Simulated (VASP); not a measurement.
## ZrO (relaxed from the zinc blende structure, space group F-43m): computed properties

All values below come from PBEsol GGA, VASP's PBE PAW potentials (set 64) (plane waves; VASP).

```yaml
space_group: F-43m (216)
cell: a = 4.947 Å, b = 4.947 Å, c = 4.947 Å, α = 90.00°, β = 90.00°, γ = 90.00°
volume_per_atom: 15.13 Å^3/atom
band gap (over mesh and band path): none (metal, semimetal or under 0.01 eV)
density: 5.88 g/cm³
```

```yaml
crystal:
  lattice:
    - [0.00000, 2.47352, 2.47352]
    - [2.47352, 0.00000, 2.47352]
    - [2.47352, 2.47352, 0.00000]
  atoms:
    - { symbol: Zr, position: [0.00000, 0.00000, 0.00000] }
    - { symbol: O, position: [0.25000, 0.25000, 0.25000] }
```

The structure was generated: ZrO was put into the zinc blende type (F-43m), which need not be its known phase. It was relaxed first, which changed the volume by -30 %. Symmetry was kept, so distortions that lower it aren't found.
